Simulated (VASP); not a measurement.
Given:

```yaml
crystal:
  lattice:
    - [2.09639, -3.63106, 0.00000]
    - [2.09639, 3.63106, 0.00000]
    - [0.00000, 0.00000, 6.81586]
  atoms:
    - { symbol: Cd, position: [0.66667, 0.33333, 0.50005] }
    - { symbol: Cd, position: [0.33333, 0.66667, 0.00005] }
    - { symbol: S, position: [0.66667, 0.33333, 0.87695] }
    - { symbol: S, position: [0.33333, 0.66667, 0.37695] }
```

The numbers are results of PBE GGA with D3 dispersion (Becke-Johnson damping), VASP's PBE PAW potentials (set 64) (plane waves; VASP), not measurements. Run with 520 eV cut-off, 6×6×4 Γ-centred mesh, Gaussian smearing of 0.050 eV, potentials Cd S.

### Question
Give the stress tensor in GPa (positive for a compressed cell).

### Answer

```
-1.54   0.00   0.00
 0.00  -1.54   0.00
 0.00   0.00  -1.51
```
The pressure is its mean diagonal, -1.53 GPa.

The compound is CdS in the wurtzite structure. This cell is one point of a volume scan, at 1.03 of the reference volume.
